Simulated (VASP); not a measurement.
These are PBEsol GGA, VASP's PBE PAW potentials (set 64) (plane waves; VASP) values and carry that method's errors.

VASP ran on this input.

**INCAR**
```
GGA = PS   # PBEsol
ISMEAR = -1
LREAL = .FALSE.
LASPH = .TRUE.   # aspherical one-centre terms
ISIF = 2
EDIFF = 1E-6   # SCF stop (eV)
NELM = 100   # most electronic steps
ENCUT = 400   # plane-wave cut-off (eV)
PREC = Accurate
LCHARG = .FALSE.
ALGO = Normal   # blocked Davidson
SYSTEM = AlN
LWAVE = .FALSE.
SIGMA = 0.01   # width (eV)
```

KPOINTS:
```
Automatic mesh
0
Gamma
 10 10 10
0 0 0
```

POSCAR:
```
AlN
4.380
  0.0000000000   0.5000000000   0.5000000000
  0.5000000000   0.0000000000   0.5000000000
  0.5000000000   0.5000000000   0.0000000000
Al N
1 1
Cartesian
  0.0000000000   0.0000000000   0.0000000000
  0.2500000000   0.2500000000   0.2500000000
```

POTCAR, in this order: Al N (PBE.64 set). Program: vasp_std.

The run wrote:

**OSZICAR**
```
       N       E                     dE             d eps       ncg     rms          rms(c)
DAV:   1     0.112195913274E+01    0.11220E+01   -0.37206E+03   864   0.663E+02
DAV:   2    -0.175252310297E+02   -0.18647E+02   -0.17842E+02   984   0.110E+02
DAV:   3    -0.178045134973E+02   -0.27928E+00   -0.27928E+00   888   0.165E+01
DAV:   4    -0.178053008558E+02   -0.78736E-03   -0.78736E-03  1128   0.842E-01
DAV:   5    -0.178053027542E+02   -0.18984E-05   -0.18984E-05   904   0.276E-02    0.819E+00
DAV:   6    -0.156585306387E+02    0.21468E+01   -0.12210E+01   752   0.214E+01    0.301E+00
DAV:   7    -0.156290935137E+02    0.29437E-01   -0.81318E-02   816   0.294E+00    0.202E+00
DAV:   8    -0.156117259274E+02    0.17368E-01   -0.18298E-02   848   0.171E+00    0.393E-01
DAV:   9    -0.156115393859E+02    0.18654E-03   -0.54028E-04  1064   0.189E-01    0.211E-01
DAV:  10    -0.156115914284E+02   -0.52042E-04   -0.83795E-05   808   0.827E-02    0.434E-02
DAV:  11    -0.156115907053E+02    0.72315E-06   -0.80969E-07   832   0.915E-03
   1 F= -.15611591E+02 E0= -.15611591E+02  d E =-.164032E-11
```

**OUTCAR**
```
------------------------ aborting loop because EDIFF is reached ----------------------------------------
  FORCE on cell =-STRESS in cart. coord.  units (eV):
  Direction    XX          YY          ZZ          XY          YZ          ZX
  --------------------------------------------------------------------------------------
  Total       -0.5007410     -0.5007410     -0.5007410      0.0000000     -0.0000000      0.0000000
  in kB      -38.1910332    -38.1910332    -38.1910332      0.0000000     -0.0000000      0.0000000
  external PRESSURE =     -38.1910332 kB  Pullay stress =       0.0000000 kB
  volume of cell :       21.01
      direct lattice vectors                 reciprocal lattice vectors
     0.000000000  2.190000000  2.190000000    -0.228310502  0.228310502  0.228310502
     2.190000000  0.000000000  2.190000000     0.228310502 -0.228310502  0.228310502
     2.190000000  2.190000000  0.000000000     0.228310502  0.228310502 -0.228310502
  FREE ENERGIE OF THE ION-ELECTRON SYSTEM (eV)
  ---------------------------------------------------
  free  energy   TOTEN  =       -15.6115907053 eV

  energy  without entropy=      -15.6115907053  energy(sigma->0) =      -15.61159071
```
(Selected blocks of OUTCAR.)

File OUTCAR:
```
 val. band max:        5.8030378860   @ k =   0.0000   0.0000   0.0000

 cond. band min:       8.9864656117   @ k =   0.5000   0.5000   0.0000


 Fermi energy:         6.0167027088

 k-point     1 :       0.0000    0.0000    0.0000
  band No.  band energies     occupation
      1      -9.1159      2.00000
      2       5.8030      2.00000
      3       5.8030      2.00000
      4       5.8030      2.00000
      5       9.8578      0.00000
      6      18.1912      0.00000
      7      18.1912      0.00000
      8      18.1912      0.00000

 k-point     2 :       0.1000    0.0000    0.0000
  band No.  band energies     occupation
      1      -8.9690      2.00000
      2       4.9825      2.00000
      3       5.7566      2.00000
      4       5.7566      2.00000
      5      10.5281      0.00000
      6      17.8032      0.00000
      7      18.3255      0.00000
      8      18.3255      0.00000

 k-point     3 :       0.2000    0.0000    0.0000
  band No.  band energies     occupation
      1      -8.5517      2.00000
      2       3.3713      2.00000
      3       5.6265      2.00000
      4       5.6265      2.00000
      5      11.6515      0.00000
      6      17.0077      0.00000
      7      18.2581      0.00000
      8      18.2581      0.00000

 k-point     4 :       0.3000    0.0000    0.0000
  band No.  band energies     occupation
      1      -7.9447      2.00000
      2       1.7207      2.00000
      3       5.4780      2.00000
      4       5.4780      2.00000
      5      12.4797      0.00000
      6      16.2570      0.00000
      7      17.6018      0.00000
      8      17.6018      0.00000

 k-point     5 :       0.4000    0.0000    0.0000
  band No.  band energies     occupation
      1      -7.3360      2.00000
      2       0.4317      2.00000
      3       5.3619      2.00000
      4       5.3619      2.00000
      5      12.8939      0.00000
      6      15.7247      0.00000
      7      17.0059      0.00000
...
```

At this cut-off the stress carries a Pulay error, which pulls relaxed volumes low.

The structure is a typed AlN crystal (F-43m). The cell was not relaxed at this level. The run is one of a series of settings (GGA = PS against the base run), some of them coarse on purpose.
